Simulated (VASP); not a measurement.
Consider the following.

```
Pb
1.0
    0.00000     2.49445     2.49445
    2.49445     0.00000     2.49445
    2.49445     2.49445     0.00000
Pb
1
Direct
  0.00000   0.00000   0.00000
```

The numbers are results of r2SCAN meta-GGA, VASP's PBE PAW potentials (set 64) (plane waves; VASP 6.6.1), not measurements. Numerical set-up: 400 eV cut-off, 11×11×11 Γ-centred mesh, first-order Methfessel-Paxton smearing of 0.10 eV, potentials Pb_d.

Unless said otherwise, spin-orbit coupling is left out, though it shifts the bands of the heavy elements here.

Problem. What does the run give for the energy per atom (σ→0), band gap (on the k-mesh) with the smallest direct gap where there is one?

Solution. 
- band gap (on the k-mesh): none (metal, semimetal or under 0.01 eV)
- energy per atom (σ→0): -56.284 eV/atom

The compound is Pb in the fcc structure. It was relaxed first. The start is the result of an earlier pass.
